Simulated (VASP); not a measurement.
Crystal: BiTe.

```
Bi Te
1.0
     0.00000    3.23500    3.23500
     3.23500    0.00000    3.23500
     3.23500    3.23500    0.00000
Bi Te
1 1
Direct
  0.00000 0.00000 0.00000
  0.50000 0.50000 0.50000
```

- Program: VASP 6.6.1
- Task: relaxation of cell and atoms
- Functional: PBE
- Potentials or basis: VASP PAW PBE potentials, release 64 (Bi_d, Te)
- Cutoff: 600 eV
- k mesh: 5 × 5 × 5
- Occupations: fermi-dirac, width 0.05 eV
- Spin: spin-orbit coupling, no magnetisation

At the start: pressure 2.5 GPa; volume 33.86 Å³/atom.

Problem. Where does the relaxation end?

Solution. Over 3 steps the energy falls by 14.8 meV/atom and the volume is 35.83 Å³/atom (+5.8 %); space group Fm-3m (No. 225, to 0.05 Å).

The path:
```tsv
step	energy change (eV)	largest force (eV/Å)	pressure (GPa)	volume (Å³)
1	0.0000	0.0000	2.52	67.71
2	-0.0263	0.0000	-0.72	73.06
3	-0.0295	0.0000	0.01	71.65
```

Final structure:
```
Bi Te
1.0
     0.00000    3.29663    3.29663
     3.29663    0.00000    3.29663
     3.29663    3.29663    0.00000
Bi Te
1 1
Direct
  0.00000 0.00000 0.00000
  0.50000 0.50000 0.50000
```
